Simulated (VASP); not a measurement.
VASP input:

**KPOINTS**
```
Automatic mesh
0
Gamma
10 10 10
0 0 0
```

INCAR:
```
# general
SYSTEM  = NbTe
PREC    = Accurate
ENCUT   = 400
LREAL   = .FALSE.   # projection in real space or not
LASPH   = .TRUE.

# electronic loop
EDIFF   = 1E-6
NELM    = 100
ALGO    = Normal   # blocked Davidson
LMAXMIX = 4   # l cut-off of mixed one-centre charges
LMIXTAU = .TRUE.

# smearing
ISMEAR  = 1   # Methfessel-Paxton
SIGMA   = 0.1   # width (eV)

# functional
METAGGA = R2SCAN

# ions
IBRION  = 2
NSW     = 60
ISIF    = 3   # ions, shape and volume
EDIFFG  = -0.01

# output
LWAVE   = .FALSE.
LCHARG  = .FALSE.
```

**POSCAR**
```
NbTe
1
    3.4198852655    -0.0000000000     0.0000000000
   -0.0000000000     3.4198852655     0.0000000000
    0.0000000000    -0.0000000000     3.4198852655
Nb Te
1 1
Direct
  0.0000000000   0.0000000000   0.0000000000
  0.5000000000   0.5000000000   0.5000000000
```

POTCAR, in this order: Nb_sv Te (PBE.64 set). Program: vasp_std.

Problem. Translate this r2SCAN calculation to Ansatz.

Solution. One equivalent input (not run):
Ansatz 0.2 input:
```yaml
crystal:
  lattice:
    - [3.4198853, 0.0000000, 0.0000000]
    - [0.0000000, 3.4198853, 0.0000000]
    - [0.0000000, 0.0000000, 3.4198853]
  atoms:
    - { symbol: Nb, position: [0.0000000, 0.0000000, 0.0000000] }
    - { symbol: Te, position: [0.5000000, 0.5000000, 0.5000000] }
kpoints:
  mp_grid: { grid: [10, 10, 10] }
hamiltonian:
  xc: r2scan
  pseudopotentials: { kind: paw }
scf:
  occupations: { method: methfessel_paxton, width: 0.1 }
  max_iter: 100
relax:
  max_steps: 60
  f_tol: 0.01
  cell: {}
output: { forces: true, stress: true, eigenvalues: true }
```
The two are equivalent in intent, not identical: each code has its own PAW files, so the cut-off isn't converted (ENCUT is set for VASP's; basis.ecutwfc is left out, and Ansatz then takes the one that its files recommend); Ansatz stops its SCF on the density residual and VASP on the energy change (EDIFF).

The structure was generated: NbTe was put into the CsCl type type (Pm-3m), which need not be its known phase. This run relaxes it. Symmetry was kept, so distortions that lower it aren't found. The start is the result of an earlier pass.
